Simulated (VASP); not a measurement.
Data:

```
HfO2
1.0
    0.00000     2.53621     2.53621
    2.53621     0.00000     2.53621
    2.53621     2.53621     0.00000
Hf O
1 2
Cartesian
  0.00000   0.00000   0.00000
  1.26810   1.26810   1.26810
  3.80431   3.80431   3.80431
```

All values below come from PBE GGA, VASP's PBE PAW potentials (set 64) (plane waves; VASP). Settings: 520 eV cut-off, Gaussian smearing of 0.050 eV, potentials Hf_pv O.

Unless said otherwise, spin-orbit coupling is left out, though it shifts the bands of the heavy elements here.

### Question
Give the energies of bands 6 to 14 at the high-symmetry points, in eV from the valence-band maximum.

### Answer

```json
[
 {"band": "6", "Γ": "-5.33", "X": "-6.46", "U": "-5.80", "L": "-4.30", "W": "-5.29"},
 {"band": "7", "Γ": "-5.33", "X": "-3.46", "U": "-4.01", "L": "-4.30", "W": "-5.05"},
 {"band": "8", "Γ": "-5.33", "X": "-3.46", "U": "-3.34", "L": "-3.04", "W": "-2.55"},
 {"band": "9", "Γ": "-0.61", "X": "-1.52", "U": "-2.23", "L": "-2.73", "W": "-2.55"},
 {"band": "10", "Γ": "-0.61", "X": "-1.52", "U": "-1.30", "L": "-1.83", "W": "-1.39"},
 {"band": "11", "Γ": "-0.61", "X": "0.00", "U": "-0.34", "L": "-1.83", "W": "-0.21"},
 {"band": "12", "Γ": "3.88", "X": "3.80", "U": "4.33", "L": "4.60", "W": "4.82"},
 {"band": "13", "Γ": "3.88", "X": "5.50", "U": "5.42", "L": "4.60", "W": "5.15"},
 {"band": "14", "Γ": "5.83", "X": "6.62", "U": "6.91", "L": "6.97", "W": "7.07"}
]
```

The gap is direct, 3.80 eV, from the valence maximum at X to the conduction minimum at X.

The compound is HfO2 in the fluorite structure, the high-temperature cubic form, which is unstable at 0 K; the monoclinic form is the stable one. It was relaxed first.
